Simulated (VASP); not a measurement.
Input:

```
CELL_PARAMETERS angstrom
     -1.71321     1.71321     1.71321
      1.71321    -1.71321     1.71321
      1.71321     1.71321    -1.71321
ATOMIC_POSITIONS crystal
  Li 0.00000 0.00000 0.00000
```

These are SCAN meta-GGA, VASP's PBE PAW potentials (set 64) (plane waves; VASP) values and carry that method's errors. Settings: 520 eV cut-off, 17×17×17 Γ-centred mesh, tetrahedra with Blöchl corrections, potentials Li_sv.

Q: Give the energies of bands 2 to 4 at the high-symmetry points, in eV from the Fermi level.

A: 
```tsv
band	Γ	H	N	P
2	-3.85	6.04	0.24	3.58
3	15.93	6.04	3.44	3.58
4	15.93	6.04	11.30	3.58
```

It has no gap at this level: it comes out as a metal or semimetal.

The compound is Li in the bcc structure. It was relaxed first, which changed the volume by -5 %.
